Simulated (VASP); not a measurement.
# GW on BP

Wanted: how far GW moves the Kohn-Sham levels of BP. The cell is of the zinc-blende type, one of the forms listed for this formula, which need not be the common one. The start is a cell from a database of measured crystal structures.

Main program and level: VASP 6.6.1; PBE; plane waves and PAW (B_GW, P_GW), in the first sound run; inputs show where later runs differ.

This is a report of a sequence of runs, with most program output left out.

## (1) The starting structure

Symmetry: F-43m, No. 216, cubic system. The conventional cell has a = 4.538 Å, b = 4.538 Å, c = 4.538 Å, α = 90.00°, β = 90.00°, γ = 90.00°. B has 4 P at 1.97 Å nearest. P has 4 B at 1.97 Å nearest. Farther neighbours are not listed.

Coordinates:

```cif
data_structure
_symmetry_space_group_name_H-M 'F-43m'
_symmetry_Int_Tables_number 216
_cell_length_a 4.5380
_cell_length_b 4.5380
_cell_length_c 4.5380
_cell_angle_alpha 90.000
_cell_angle_beta 90.000
_cell_angle_gamma 90.000
_cell_volume 93.45
loop_
_atom_site_label
_atom_site_type_symbol
_atom_site_symmetry_multiplicity
_atom_site_Wyckoff_symbol
_atom_site_fract_x
_atom_site_fract_y
_atom_site_fract_z
_atom_site_occupancy
B1 B 4 a 0.00000 0.00000 0.00000 1
P1 P 4 d 0.25000 0.25000 0.75000 1
```

## (2) Ground state

The orbitals come from a self-consistent PBE run with a tight EDIFF and a narrow smearing. KPOINTS_OPT adds the bands along a path, which shows whether the mesh holds the band edges.

The input, INCAR:

```
SYSTEM = BP
PREC = Accurate
ENCUT = 340
EDIFF = 1E-08
NELM = 100
ISMEAR = 0
SIGMA = 0.01
LREAL = .FALSE.
ALGO = Normal
GGA = PE
NBANDS = 10
LORBIT = 11
LWAVE = .TRUE.
LCHARG = .FALSE.
KPAR = 8
```

The input, POSCAR:

```
BP
1.0
    0.0000000000      2.2690000000      2.2690000000
    2.2690000000      0.0000000000      2.2690000000
    2.2690000000      2.2690000000      0.0000000000
B P
1 1
Direct
    0.0000000000      0.0000000000      0.0000000000
    0.2500000000      0.2500000000      0.2500000000
```

The input, KPOINTS:

```
Automatic mesh
0
Gamma
6 6 6
0 0 0
```

The input, KPOINTS_OPT:

```
Line mode
12
Line-mode
Reciprocal
  0.00000000   0.00000000   0.00000000 GAMMA
  0.50000000   0.00000000   0.50000000 X

  0.50000000   0.00000000   0.50000000 X
  0.50000000   0.25000000   0.75000000 W

  0.50000000   0.25000000   0.75000000 W
  0.37500000   0.37500000   0.75000000 K

  0.37500000   0.37500000   0.75000000 K
  0.00000000   0.00000000   0.00000000 GAMMA

  0.00000000   0.00000000   0.00000000 GAMMA
  0.50000000   0.50000000   0.50000000 L

  0.50000000   0.50000000   0.50000000 L
  0.62500000   0.25000000   0.62500000 U

  0.62500000   0.25000000   0.62500000 U
  0.50000000   0.25000000   0.75000000 W

  0.50000000   0.25000000   0.75000000 W
  0.50000000   0.50000000   0.50000000 L

  0.50000000   0.50000000   0.50000000 L
  0.37500000   0.37500000   0.75000000 K

  0.62500000   0.25000000   0.62500000 U
  0.50000000   0.00000000   0.50000000 X
```

The projector-augmented-wave data sets are B_GW and P_GW (PBE family, release 64).

On the command line:

```sh
$ mpirun -np 8 vasp_std
```

Elapsed: 6.6 s, on 8 MPI ranks of Intel Xeon Platinum 8488C (Sapphire Rapids), shared host; peak memory 0.92 GiB.

This step gave:

```yaml
free_energy_toten: -12.89 eV
fermi_energy: 7.211 eV
pressure: 0.6301 GPa
least_gap_on_mesh_and_path: 1.235 eV
least_direct_gap_on_mesh_and_path: 3.401 eV
```

The highest empty bands on the path are converged less tightly, to about 0.1 eV. Electronic bands along the path, in eV, zero at the valence-band top; v1 is the highest filled band, c1 the lowest empty one:

| point | v3 | v2 | v1 | c1 | c2 | c3 | c4 |
| --- | --- | --- | --- | --- | --- | --- | --- |
| Γ | 0.00 | 0.00 | 0.00 | 3.40 | 3.40 | 3.40 | 7.37 |
| 0.45 of the way | -3.19 | -2.48 | -2.48 | 1.97 | 5.47 | 7.20 | 7.20 |
| X | -8.59 | -4.11 | -4.11 | 1.33 | 1.66 | 12.08 | 12.08 |
| 0.45 of the way | -8.40 | -4.82 | -4.76 | 2.65 | 3.10 | 10.50 | 11.27 |
| W | -8.06 | -5.67 | -5.47 | 5.33 | 6.76 | 7.24 | 7.44 |
| 0.55 of the way | -8.12 | -6.09 | -4.29 | 3.32 | 6.08 | 8.64 | 9.46 |
| K | -8.17 | -6.22 | -3.50 | 2.14 | 6.00 | 9.71 | 10.60 |
| 0.55 of the way | -4.42 | -3.45 | -0.88 | 4.63 | 4.79 | 5.81 | 8.30 |
| Γ | 0.00 | 0.00 | 0.00 | 3.40 | 3.40 | 3.40 | 7.37 |
| 0.45 of the way | -4.30 | -1.00 | -1.00 | 4.02 | 4.67 | 4.67 | 9.39 |
| L | -9.04 | -1.76 | -1.76 | 3.77 | 4.71 | 4.71 | 10.14 |
| 0.45 of the way | -8.66 | -3.88 | -2.44 | 3.41 | 6.28 | 6.38 | 9.97 |
| U | -8.17 | -6.22 | -3.50 | 2.14 | 6.00 | 9.71 | 10.60 |
| 0.45 of the way | -8.12 | -6.09 | -4.29 | 3.32 | 6.08 | 8.64 | 9.46 |
| W | -8.06 | -5.67 | -5.47 | 5.33 | 6.76 | 7.24 | 7.44 |
| 0.45 of the way | -8.36 | -4.82 | -3.34 | 4.25 | 5.32 | 8.75 | 9.57 |
| L | -9.04 | -1.76 | -1.76 | 3.77 | 4.71 | 4.71 | 10.14 |
| 0.55 of the way | -8.51 | -4.51 | -2.66 | 3.15 | 6.86 | 7.09 | 9.41 |
| K | -8.17 | -6.22 | -3.50 | 2.14 | 6.00 | 9.71 | 10.60 |
| jump to U | -8.17 | -6.22 | -3.50 | 2.14 | 6.00 | 9.71 | 10.60 |
| 0.55 of the way | -8.49 | -4.93 | -3.98 | 1.60 | 2.77 | 11.46 | 11.71 |
| X | -8.59 | -4.11 | -4.11 | 1.33 | 1.66 | 12.08 | 12.08 |

Of the projections kept (B, P), the largest for each band there, as a share of the weight inside these atoms' spheres; weight between the spheres isn't counted:

| point | v3 | v2 | v1 | c1 | c2 | c3 | c4 |
| --- | --- | --- | --- | --- | --- | --- | --- |
| Γ | P 0.54 | P 0.54 | P 0.54 | P 0.74 | P 0.74 | P 0.74 | B 0.52 |
| X | B 0.56 | P 0.59 | P 0.59 | P 0.57 | P 0.75 | P 0.54 | P 0.54 |
| W | B 0.60 | P 0.67 | P 0.56 | B 0.58 | P 1.00 | B 0.55 | P 0.70 |
| K | B 0.57 | P 0.62 | P 0.59 | P 0.64 | P 0.61 | P 0.59 | P 0.62 |
| Γ | P 0.54 | P 0.54 | P 0.54 | P 0.74 | P 0.74 | P 0.74 | B 0.52 |
| L | P 0.53 | P 0.58 | P 0.58 | P 0.60 | P 0.72 | P 0.72 | B 0.73 |

The cell has a gap of 1.23 eV on mesh and path.

## (3) Empty bands

The next step needs empty bands that the ground-state run didn't converge, so the Hamiltonian is diagonalised exactly for NBANDS bands, in a single step. LOPTICS writes the k-derivatives of the orbitals (WAVEDER), which give the long-wavelength limit of the screening.

The input, INCAR:

```
SYSTEM = BP
PREC = Accurate
ENCUT = 340
ISMEAR = 0
SIGMA = 0.01
LREAL = .FALSE.
GGA = PE
NBANDS = 56
ALGO = Exact
NELM = 1
LWAVE = .TRUE.
LCHARG = .FALSE.
LOPTICS = .TRUE.
NEDOS = 1000
CSHIFT = 0.1
```

POSCAR is that of step 2.

KPOINTS is that of step 2.

On the command line:

```sh
$ mpirun -np 8 vasp_std
```

It took 5.6 s on 8 MPI ranks; peak memory 0.84 GiB; 10 s of CPU time.

The gap is read on the k-mesh alone, so it is an upper bound where the band edges lie off the mesh, and a coarse mesh can show a gap where there is none.

A gap read on the k-mesh alone can miss the band edges.

Numbers from this step:

* gap on the k-mesh: 1.332 eV
* least direct gap on the k-mesh: 3.401 eV

WAVECAR now holds 56 bands for 8 electrons. Its independent-particle dielectric tensor has xx, yy, zz = 10.7, 10.7, 10.7 on this mesh. It isn't tested for convergence in mesh or bands and lacks local fields, and at a small direct gap a coarse mesh makes it too large, which overscreens the GW step.

## (4) G0W0, ENCUTGW 100, bands in the sums 56

This step: G0W0 on PBE; plane waves and PAW (B_GW, P_GW) (VASP 6.6.1).

One pass of GW corrects the levels to first order, with G and W from the starting orbitals.

The input, INCAR:

```
SYSTEM = BP
PREC = Accurate
ENCUT = 340
ISMEAR = 0
SIGMA = 0.01
LREAL = .FALSE.
GGA = PE
NBANDS = 56
ALGO = EVGW0
NELMGW = 1
ENCUTGW = 100
NOMEGA = 48
PRECFOCK = Fast
NBANDSGW = 16
LWAVE = .FALSE.
LCHARG = .FALSE.
```

POSCAR is that of step 3.

KPOINTS is that of step 3.

On the command line:

```sh
$ mpirun -np 8 vasp_std
```

Run time: 22 s. Hardware: 8 MPI ranks; peak memory 1.1 GiB.

Numbers from this step:

| Quantity | Value |
| --- | --- |
| quasiparticle gap on the mesh | 1.883 eV |
| smallest direct quasiparticle gap on the mesh | 4.233 eV |
| gap of the starting orbitals on the mesh | 1.332 eV |

GW takes the gap from 1.332 to 1.883 eV. The mesh misses a band edge: at the starting level the path gave a gap 0.10 eV smaller. The value holds for 56 bands, ENCUTGW = 100 eV and this mesh, and isn't shown to be converged in them.

## (5) Empty bands

This step: PBE; plane waves and PAW (B_GW, P_GW) (VASP 6.6.1).

The empty bands are made again, for the run that follows.

The input, INCAR:

```
SYSTEM = BP
PREC = Accurate
ENCUT = 340
ISMEAR = 0
SIGMA = 0.01
LREAL = .FALSE.
GGA = PE
NBANDS = 88
ALGO = Exact
NELM = 1
LWAVE = .TRUE.
LCHARG = .FALSE.
LOPTICS = .TRUE.
NEDOS = 1000
CSHIFT = 0.1
```

POSCAR is that of step 4.

KPOINTS is that of step 4.

On the command line:

```sh
$ mpirun -np 8 vasp_std
```

Elapsed: 5.8 s, on 8 MPI ranks; peak memory 0.87 GiB.

WAVECAR now holds 88 bands for 8 electrons.

## (6) G0W0, ENCUTGW 140, bands in the sums 88

This step: G0W0 on PBE; plane waves and PAW (B_GW, P_GW) (VASP 6.6.1).

ENCUTGW rises to 140 eV and the bands with it, to about the number of plane waves under that cutoff.

The input, INCAR:

```
SYSTEM = BP
PREC = Accurate
ENCUT = 340
ISMEAR = 0
SIGMA = 0.01
LREAL = .FALSE.
GGA = PE
NBANDS = 88
ALGO = EVGW0
NELMGW = 1
ENCUTGW = 140
NOMEGA = 48
PRECFOCK = Fast
NBANDSGW = 16
LWAVE = .FALSE.
LCHARG = .FALSE.
```

POSCAR is that of step 5.

KPOINTS is that of step 5.

On the command line:

```sh
$ mpirun -np 8 vasp_std
```

It took 32 s on 8 MPI ranks; peak memory 1.2 GiB.

The gap is now 1.971 eV, +88 meV against the GW run before. The mesh misses a band edge: at the starting level the path gave a gap 0.10 eV smaller.

## (7) Empty bands

This step: PBE; plane waves and PAW (B_GW, P_GW) (VASP 6.6.1).

The input, INCAR:

```
SYSTEM = BP
PREC = Accurate
ENCUT = 340
ISMEAR = 0
SIGMA = 0.01
LREAL = .FALSE.
GGA = PE
NBANDS = 136
ALGO = Exact
NELM = 1
LWAVE = .TRUE.
LCHARG = .FALSE.
LOPTICS = .TRUE.
NEDOS = 1000
CSHIFT = 0.1
```

POSCAR is that of step 6.

KPOINTS is that of step 6.

On the command line:

```sh
$ mpirun -np 8 vasp_std
```

The job ended after 5.6 s (8 MPI ranks; peak memory 0.83 GiB; 11 s of CPU time).

WAVECAR now holds 136 bands for 8 electrons.

## (8) G0W0, ENCUTGW 180, bands in the sums 136

This step: G0W0 on PBE; plane waves and PAW (B_GW, P_GW) (VASP 6.6.1).

ENCUTGW rises to 180 eV and the bands with it, to about the number of plane waves under that cutoff.

The input, INCAR:

```
SYSTEM = BP
PREC = Accurate
ENCUT = 340
ISMEAR = 0
SIGMA = 0.01
LREAL = .FALSE.
GGA = PE
NBANDS = 136
ALGO = EVGW0
NELMGW = 1
ENCUTGW = 180
NOMEGA = 48
PRECFOCK = Fast
NBANDSGW = 16
LWAVE = .FALSE.
LCHARG = .FALSE.
```

POSCAR is that of step 7.

KPOINTS is that of step 7.

On the command line:

```sh
$ mpirun -np 8 vasp_std
```

The job ended after 42 s (8 MPI ranks; peak memory 1.4 GiB; 4.9 min of CPU time).

The gap is now 2.022 eV, +52 meV against the GW run before. The mesh misses a band edge: at the starting level the path gave a gap 0.10 eV smaller.

## (9) Empty bands

This step: PBE; plane waves and PAW (B_GW, P_GW) (VASP 6.6.1).

The input, INCAR:

```
SYSTEM = BP
PREC = Accurate
ENCUT = 340
ISMEAR = 0
SIGMA = 0.01
LREAL = .FALSE.
GGA = PE
NBANDS = 176
ALGO = Exact
NELM = 1
LWAVE = .TRUE.
LCHARG = .FALSE.
LOPTICS = .TRUE.
NEDOS = 1000
CSHIFT = 0.1
```

POSCAR is that of step 8.

KPOINTS is that of step 8.

On the command line:

```sh
$ mpirun -np 8 vasp_std
```

Elapsed: 6 s, on 8 MPI ranks; peak memory 0.84 GiB.

WAVECAR now holds 176 bands for 8 electrons.

## (10) G0W0, ENCUTGW 220, bands in the sums 176

This step: G0W0 on PBE; plane waves and PAW (B_GW, P_GW) (VASP 6.6.1).

ENCUTGW rises to 220 eV and the bands with it, to about the number of plane waves under that cutoff.

The input, INCAR:

```
SYSTEM = BP
PREC = Accurate
ENCUT = 340
ISMEAR = 0
SIGMA = 0.01
LREAL = .FALSE.
GGA = PE
NBANDS = 176
ALGO = EVGW0
NELMGW = 1
ENCUTGW = 220
NOMEGA = 48
PRECFOCK = Fast
NBANDSGW = 16
LWAVE = .FALSE.
LCHARG = .FALSE.
```

POSCAR is that of step 9.

KPOINTS is that of step 9.

On the command line:

```sh
$ mpirun -np 8 vasp_std
```

Elapsed: 60 s, on 8 MPI ranks; peak memory 1.7 GiB; 7.4 min of CPU time.

The gap is now 2.049 eV, +27 meV against the GW run before. The mesh misses a band edge: at the starting level the path gave a gap 0.10 eV smaller.

## (11) G0W0, one more run

A run with a slip in its input follows, to show how it looks in the output.

INCAR, as its differences from that of step 10:

```diff
@@ -10,3 +10,3 @@
 NELMGW = 1
-ENCUTGW = 220
+ENCUTGW = 15
 NOMEGA = 48
```

POSCAR is that of step 10.

KPOINTS is that of step 10.

On the command line:

```sh
$ mpirun -np 8 vasp_std
```

The job ended after 34 s (8 MPI ranks; peak memory 1.4 GiB).

Convergence was reached, but on settings outside the sound range, so the numbers are no properties of the crystal.

The fault in the input: response cutoff far too low (ENCUTGW = 15). 

## (12) Summary

This step: GW series: G0W0 on PBE; plane waves and PAW (VASP 6.6.1).

Derived from the runs above.

This step gave:

| Quantity | Value |
| --- | --- |
| gap extrapolated to a complete basis | 2.131 eV |
| direct gap extrapolated to a complete basis | 4.399 eV |

Cost is wall time times ranks on a shared host, with the step that makes the empty bands. GW runs:

| level | bands | ENCUTGW (eV) | NOMEGA | k mesh | starting gap (eV) | quasiparticle gap (eV) | direct gap (eV) | cost (core minutes) |
| --- | --- | --- | --- | --- | --- | --- | --- | --- |
| G0W0 | 56 | 100 | 48 | 6x6x6 | 1.332 | 1.883 | 4.233 | 3.68 |
| G0W0 | 88 | 140 | 48 | 6x6x6 | 1.332 | 1.97 | 4.293 | 5.04 |
| G0W0 | 136 | 180 | 48 | 6x6x6 | 1.332 | 2.022 | 4.328 | 6.35 |
| G0W0 | 176 | 220 | 48 | 6x6x6 | 1.332 | 2.049 | 4.345 | 8.8 |

## (13) Results

```yaml
g0w0_on_pbe_176_bands_encutgw_220_ev_nomega_48_mesh_6x6x6: 1.332 → 2.049 eV
g0w0_on_pbe_56_bands_encutgw_100_ev_nomega_48_mesh_6x6x6: 1.332 → 1.883 eV
gap_at_a_complete_basis_linear_in_encutgw_minus_3_over_2: 2.13 eV
```

What this shows: G0W0 gives a quasiparticle gap of 2.049 eV on the mesh, 0.72 eV over the PBE gap on the same mesh. On mesh and path the starting valence top lies at Γ and the conduction bottom at (0.409, 0, 0.409), so the starting gap is indirect. The GW mesh misses an edge: at the starting level the gap along the path is 0.10 eV smaller, and with that offset the quasiparticle gap would be about 1.95 eV. The steps of the series move the gap by +88, +52, +27 meV; the last costs 1.4 times the one before. The last step lies within a tolerance of 30 meV, picked for this account, and the last two together move the gap by +79 meV. Extrapolated from the last three points to a complete basis, the gap is 2.13 eV, +82 meV from the dearest run. The three points are fitted by a line in ENCUTGW^-3/2; a bend in them isn't tested. The extrapolation removes the error of the response basis alone, at this mesh, ENCUT and data set. Not tabulated here, as repeats of values shown or as unfit to read for their mesh, reference level or band range: eps2 curves (empty bands); eps1 curves and static values (empty bands); gaps (empty bands). The run with response cutoff far too low isn't used: the response function can't resolve the local fields. It gave 1.721 eV for the quasiparticle gap on the mesh, against 2.049 eV in the run without the slip that is nearest to it in settings (INCAR differs in ENCUTGW).

[Lines on the potential files, build, host, timing and source positions are cut from VASP's logs without a mark.]

[Logs are printed without paths, hosts, clocks, repeated set-up lines and the standing remarks that a program may print on its own settings, such as how far it seeks lower states.]

[Hosts, paths, dates, database ids (printed as entryN), source tags and the programs' standing remarks are cut or masked in the printed files.]

[Pressures printed for these runs are not shown converged in the cutoff: they can be off by several GPa and have the wrong sign.]

[In band tables of VASP the shares of atoms and orbitals are scaled to a sum of 1 inside the atoms' spheres.]
